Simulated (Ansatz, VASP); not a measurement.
**ScB2: VASP beside Ansatz**

```xyz
3
Lattice="3.2118 0.0000 0.0000 -1.6059 2.7815 0.0000 0.0000 0.0000 3.5890" Properties=species:S:1:pos:R:3 pbc="T T T"
Sc    0.0000    0.0000    0.0000
B     0.0000    1.8543    1.7945
B     1.6059    0.9272    1.7945
```

Change from the starting cell: volume scaled by 1.06, crystal datasets.

Alike in both runs: task electric field gradients; functional PBEsol; k mesh 12 × 12 × 9; occupations fermi-dirac, width 0.03 eV; no spin polarisation.

|  | VASP | Ansatz |
| --- | --- | --- |
| version | VASP 6.6.1 | Ansatz 0.2.0 |
| potentials or method | VASP PAW PBE potentials, release 64 (Sc_sv, B), cutoff 520 eV | all-electron PAW with datasets made for the crystal, scalar-relativistic |

Ansatz gave:

| Property | Result |
| --- | --- |
| pressure (GPa) | -14.4 |
| largest component of the traceless stress (GPa) | 1.41 |
| Vzz of the field gradient on the site that differs most (V/Å²) | 5.5 |

**Question.** Which values does VASP return?

**Answer.** Pressure (GPa): -14.0; largest component of the traceless stress (GPa): 1.42; Vzz of the field gradient on the site that differs most (V/Å²): 6.8.

Ansatz ran all-electron here, so the differences hold the error of VASP's frozen core and of both bases.

Caveats: the PAW data sets were made with another functional, which shifts forces and pressure a little (VASP).
